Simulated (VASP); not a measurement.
An input for Ansatz (written as the equivalent of a VASP run, and not itself run):

Ansatz 0.2 input:
```yaml
crystal:
  lattice:
    - [1.2315526, -2.1331118, 0.0000000]
    - [1.2315526, 2.1331118, 0.0000000]
    - [0.0000000, 0.0000000, 4.0157374]
  atoms:
    - { symbol: Co, position: [0.3333330, 0.6666670, 0.2500000], spin: 1.7 }
    - { symbol: Co, position: [0.6666670, 0.3333330, 0.7500000], spin: 1.7 }
kpoints:
  mp_grid: { grid: [15, 15, 8] }
hamiltonian:
  xc: r2scan
  pseudopotentials: { kind: paw }
magnetization: { spin_polarized: true }
scf:
  occupations: { method: methfessel_paxton, width: 0.1 }
  max_iter: 100
relax:
  max_steps: 60
  f_tol: 0.01
  cell: {}
output: { forces: true, stress: true, eigenvalues: true }
```

Task: Write the VASP files for the same calculation (r2SCAN).

Result: One answer among several that fit: 
INCAR:
```
# general
SYSTEM =Co
PREC   =Accurate
ENCUT  =400   # plane-wave cut-off (eV)
LREAL  =.FALSE.
LASPH  =.TRUE.   # aspherical one-centre terms

# electronic loop
EDIFF  =1E-6
NELM   =100
ALGO   =Normal
LMAXMIX=4
LMIXTAU=.TRUE.

# smearing
ISMEAR =1
SIGMA  =0.1   # width (eV)

# functional
METAGGA=R2SCAN

# spin
ISPIN  =2   # spin-polarised
MAGMOM =2*1.7

# ions
IBRION =2
NSW    =60   # most ionic steps
ISIF   =3   # ions, shape and volume
EDIFFG =-0.01

# output
LWAVE  =.FALSE.
LCHARG =.FALSE.
LORBIT =10
```

### POSCAR
```
Co
1
    1.2315525628    -2.1331118342    -0.0000000000
    1.2315525628     2.1331118342     0.0000000000
    0.0000000000     0.0000000000     4.0157374022
Co
2
Direct
  0.3333330000   0.6666670000   0.2500000000
  0.6666670000   0.3333330000   0.7500000000
```

**KPOINTS**
```
Automatic mesh
0
Gamma
15 15 8
0 0 0
```

POTCAR, in this order: Co (PBE.64 set). Program: vasp_std.

Limits of the translation: each code has its own PAW files, so the cut-off isn't converted (ENCUT is set for VASP's; basis.ecutwfc is left out, and Ansatz then takes the one that its files recommend); Ansatz stops its SCF on the density residual and VASP on the energy change (EDIFF).

The compound is Co in the hcp structure. It was relaxed first. The start is the result of an earlier pass.
